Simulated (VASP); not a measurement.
## Fitting the PBE energy curve of BeCr3

```
Cr Be
1.0
     3.51121    0.00000    0.00000
     0.00000    3.51121    0.00000
     0.00000    0.00000    3.51121
Cr Be
3 1
Direct
  0.50000 0.50000 0.00000
  0.50000 0.00000 0.50000
  0.00000 0.50000 0.50000
  0.00000 0.00000 0.00000
```

The cell comes from a database or a generator and needn't be the stable form of this composition.

The cell was scaled at fixed shape and fractions and run with VASP, PBE PAW files Be, Cr_pv, 520 eV; PBE, k mesh 8 × 8 × 8 on the cell of 4 atoms, fermi-dirac occupations of 0.05 eV, collinear spin, ferromagnetic start, no spin-orbit coupling. Energies are those that the program minimises, any entropy of the smearing included. For a metal such a mesh isn't converged to the digits shown. The magnetic state is the one that the start led to, which needn't be the lowest.

```csv
V (Å³/atom),energy over the lowest row (meV/atom)
10.1728,25.45
10.3892,10.11
10.6057,1.86
10.8221,0.00
11.0386,?
11.2550,13.01
11.4714,26.82
```

Q: Fit the third-order Birch-Murnaghan form, give V0, B0 and B′, and predict the energy left open.

A: With y = (V0/V)^(2/3), E = E0 + (9 V0 B0/16) [(y - 1)³ B′ + (y - 1)² (6 - 4y)]. Least squares through the rows shown give V0 = 10.7804 Å³/atom, E0 = -0.11 meV, B0 = 216.6 GPa (1 eV/Å³ = 160.218 GPa) and B′ = 4.11, with a largest miss of 0.01 meV. At V = 11.0386 the form with these constants gives 3.90 meV; the run gave 3.90 meV an atom.
